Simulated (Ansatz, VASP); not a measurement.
**LuBC: VASP beside Ansatz**

Contents of INCAR:

```
  ALGO = Normal
  EDIFF = 1E-7
  ENCUT = 520
  GGA = CA
  ISIF = 2
  ISMEAR = 1
  LASPH = True
  LCHARG = False
  LREAL = False
  LWAVE = False
  NBANDS = 41
  NELM = 60
  PREC = Accurate
  SIGMA = 0.15
```

File KPOINTS:

```
k-points
0
Gamma
  10 10 4
```

The input POSCAR:

```
LuBC
1.0
    2.9910680000      0.0000000000      0.0000000000
   -1.4955340000      2.5903408724      0.0000000000
    0.0000000000      0.0000000000      7.7441800000
Lu B C
2 2 2
Direct
    0.0000000000      0.0000000000      0.0000000000
    0.0000000000      0.0000000000      0.5000000000
    0.6666666667      0.3333333333      0.2500000000
    0.3333333333      0.6666666667      0.7500000000
    0.6666666667      0.3333333333      0.7500000000
    0.3333333333      0.6666666667      0.2500000000
```

Input for Ansatz:

```yaml
crystal:
  lattice:
    a: 2.991068
    b: 2.991068
    c: 7.74418
    alpha: 90.0
    beta: 90.0
    gamma: 120.0
  space_group: 194
  atoms:
    - { symbol: Lu, position: [0.0, 0.0, 0.0] }
    - { symbol: B, position: [0.6666666666666666, 0.3333333333333333, 0.25] }
    - { symbol: C, position: [0.6666666666666666, 0.3333333333333333, 0.75] }
basis:
  ecutwfc: 420.0
kpoints:
  mp_grid:
    grid: [10, 10, 4]
hamiltonian:
  xc: lda
scf:
  occupations:
    method: cold
    width: 0.15
output:
  forces: true
  stress: true
```

The cell comes from a database or a generator and needn't be the stable form of this composition.

Alike in both runs: task single point; functional LDA; k mesh 10 × 10 × 4; no spin polarisation.

|  | VASP | Ansatz |
| --- | --- | --- |
| version | VASP 6.6.1 | Ansatz 0.2.0 |
| potentials or method | VASP PAW PBE potentials, release 64 (Lu, B, C) | plane waves, PAW |
| plane-wave cutoff (eV) | 520 | 420 |
| occupations | methfessel-paxton of order 1, width 0.15 eV | cold, width 0.15 eV |
| valence electrons in the cell | 64 | 64 |

|  | VASP | Ansatz | Ansatz less VASP |
| --- | --- | --- | --- |
| pressure (GPa) | -10.9 | -12.6 | -1.68 |
| largest component of the traceless stress (GPa) | 1.51 | 1.59 | +0.077 |

Caveats: the PAW data sets were made with another functional, which shifts forces and pressure a little (VASP). The runs have no spin-orbit coupling, so splittings on Lu are missing.
